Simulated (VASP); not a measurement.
Computed with r2SCAN meta-GGA, VASP's PBE PAW potentials (set 64) (plane waves; VASP).

The input files of a VASP run:

File KPOINTS:
```
Automatic mesh
0
Gamma
11 11 11
0 0 0
```

### POSCAR
```
CoAl
1
    0.0000000000     2.6676000000     2.6676000000
    2.6676000000     0.0000000000     2.6676000000
    2.6676000000     2.6676000000     0.0000000000
Co Al
1 1
Direct
  0.0000000000   0.0000000000   0.0000000000
  0.5000000000   0.5000000000   0.5000000000
```

**INCAR**
```
# general
SYSTEM   =  CoAl
PREC     =  Accurate
ENCUT    =  400
LREAL    =  .FALSE.
LASPH    =  .TRUE.

# electronic loop
EDIFF    =  1E-6
NELM     =  100
ALGO     =  Normal
LMAXMIX  =  4
LMIXTAU  =  .TRUE.

# smearing
ISMEAR   =  1
SIGMA    =  0.1

# functional
METAGGA  =  R2SCAN

# spin
ISPIN    =  2
MAGMOM   =  3.0 0.0

# ions
IBRION   =  2
NSW      =  60
ISIF     =  3
EDIFFG   =  -0.01

# output
LWAVE    =  .FALSE.
LCHARG   =  .FALSE.
LORBIT   =  10
```

POTCAR, in this order: Co Al (PBE.64 set). Program: vasp_std.

Energy and stress use the plane-wave basis of the starting cell.

Task: Predict the energy per atom (σ→0), cell moment, volume per atom, band gap (on the k-mesh).

Result: 
| Quantity | Result |
|---|---|
| energy per atom (σ→0) | -921.4 kJ/mol of atoms |
| cell moment | 0.74 μB |
| band gap (on the k-mesh) | none (metal, semimetal or under 0.01 eV) |
| volume per atom | 13.51 Å³/atom |

**OSZICAR**
```
...
       N       E                     dE             d eps       ncg     rms          rms(c)
DAV:   1    -0.190997901544E+02   -0.61817E-03   -0.71042E-03  3072   0.134E+00    0.217E-01
DAV:   2    -0.191006286496E+02   -0.83850E-03   -0.20051E-02  3132   0.191E+00    0.315E-01
DAV:   3    -0.190992298820E+02    0.13988E-02   -0.81769E-03  3104   0.125E+00    0.286E-02
DAV:   4    -0.190992246494E+02    0.52326E-05   -0.39219E-05  2916   0.542E-02    0.189E-02
DAV:   5    -0.190992232107E+02    0.14387E-05   -0.10128E-05  2460   0.251E-02    0.468E-03
DAV:   6    -0.190992228982E+02    0.31254E-06   -0.11477E-06  1412   0.937E-03
  15 F= -.19099223E+02 E0= -.19099106E+02  d E =-.157791E-03  mag=     0.7410
```

The structure was generated: CoAl was put into the rock salt type (Fm-3m), which need not be its known phase. This run relaxes it. Symmetry was kept, so distortions that lower it aren't found.
